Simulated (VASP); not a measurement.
Given:

```
KZnF3
1.0
    4.07451     0.00000     0.00000
    0.00000     4.07451     0.00000
    0.00000     0.00000     4.07451
K Zn F
1 1 3
Direct
  0.00000   0.00000   0.00000
  0.50000   0.50000   0.50000
  0.50000   0.00000   0.50000
  0.00000   0.50000   0.50000
  0.50000   0.50000   0.00000
```

The numbers are results of vdW-DF-cx, VASP's PBE PAW potentials (set 64) (plane waves; VASP), not measurements. Settings: 520 eV cut-off, 6×6×6 Γ-centred mesh, tetrahedra with Blöchl corrections, potentials K_sv Zn F.

The cores are frozen, which limits the accuracy of field gradients.

Q: Give the principal components of the electric field gradient (V/Å²) and the asymmetry η at each nucleus.

A: 
```tsv
atom	Vxx	Vyy	Vzz	η
K1	0.0	0.0	0.0	-
Zn2	0.0	0.0	0.0	-
F3	-51.2	-51.2	102.4	0.00
F4	-51.2	-51.2	102.4	0.00
F5	-51.2	-51.2	102.4	0.00
```

The compound is KZnF3 in the cubic perovskite structure. It was relaxed first.
